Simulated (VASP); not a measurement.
A VASP calculation is set up with these files.

POSCAR:
```
ZrS2
1
    1.5936108233    -2.7602160477     0.0000000000
    1.5936108233     2.7602160477    -0.0000000000
    0.0000000000     0.0000000000     5.0634809185
Zr S
1 2
Direct
  0.0000000000   0.0000000000   0.0000000000
  0.3333330000   0.6666670000   0.3117292532
  0.6666670000   0.3333330000   0.6882707468
```

KPOINTS:
```
Automatic mesh
0
Gamma
11 11 6
0 0 0
```

**INCAR**
```
ALGO=Normal
EDIFF=1E-6
EDIFFG=-0.02
ENCUT=500
GGA=PE
IBRION=2
ISIF=3
ISMEAR=1
LASPH=T
LCHARG=F
LMAXMIX=4
LREAL=F
LWAVE=F
NELM=100
NSW=40
PREC=Accurate
PSTRESS=450
SIGMA=0.1
SYSTEM=ZrS2
```

POTCAR, in this order: Zr_sv S (PBE.64 set). Program: vasp_std.

Translate this PBE calculation to Ansatz.

One equivalent input (not run):
Ansatz 0.2 input:
```yaml
crystal:
  lattice:
    - [1.5936108, -2.7602160, 0.0000000]
    - [1.5936108, 2.7602160, 0.0000000]
    - [0.0000000, 0.0000000, 5.0634809]
  atoms:
    - { symbol: Zr, position: [0.0000000, 0.0000000, 0.0000000] }
    - { symbol: S, position: [0.3333330, 0.6666670, 0.3117293] }
    - { symbol: S, position: [0.6666670, 0.3333330, 0.6882707] }
kpoints:
  mp_grid: { grid: [11, 11, 6] }
hamiltonian:
  xc: pbe
  pseudopotentials: { kind: paw }
scf:
  occupations: { method: methfessel_paxton, width: 0.1 }
  max_iter: 100
relax:
  max_steps: 40
  f_tol: 0.02
  cell: { p_target: 45 }
output: { forces: true, stress: true, eigenvalues: true }
```
What does not carry over: each code has its own PAW files, so the cut-off isn't converted (ENCUT is set for VASP's; basis.ecutwfc is left out, and Ansatz then takes the one that its files recommend); Ansatz stops its SCF on the density residual and VASP on the energy change (EDIFF).

The compound is ZrS2 in the 1T layered structure. It was relaxed first under an external pressure of 45 GPa.
